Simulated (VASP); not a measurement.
A run of VASP 6.6.1 is set up as follows.

The input INCAR:

```
SYSTEM = ZnBi3
PREC = Accurate
ENCUT = 520
EDIFF = 1E-6
ISMEAR = 0
SIGMA = 0.1
LREAL = .FALSE.
LASPH = .TRUE.
NELM = 100
ALGO = Fast
ISIF = 2
LWAVE = .FALSE.
LCHARG = .FALSE.
GGA = PS
NBANDS = 36
```

The input KPOINTS:

```
regular mesh
0
G
  10 10 10
  0 0 0
```

File POSCAR:

```
ZnBi3
1.0
    4.7880304075      0.0000000000      0.0000000000
    0.0000000000      4.7880304075      0.0000000000
    0.0000000000      0.0000000000      4.7880304075
Zn Bi
1 3
Direct
    0.0000000000      0.0000000000      0.0000000000
    0.0000000000      0.5000000000      0.5000000000
    0.5000000000      0.0000000000      0.5000000000
    0.5000000000      0.5000000000      0.0000000000
```

Potentials or basis: VASP PAW PBE potentials, release 64 (Zn, Bi_d).

Launch:

```bash
$ cat potpaw_PBE.64/Zn/POTCAR potpaw_PBE.64/Bi_d/POTCAR > POTCAR
$ mpirun -np 1 vasp_std > vasp.out
```

Problem. Estimate the band gap on the k mesh.

Solution. None (metal or under the smearing width).

Problem. Predict the pressure.

Solution. -0.1 GPa.

Caveat: the PAW data sets were made with another functional, which shifts forces and pressure a little; spin-orbit coupling is left out, which moves the levels of the heavy elements.
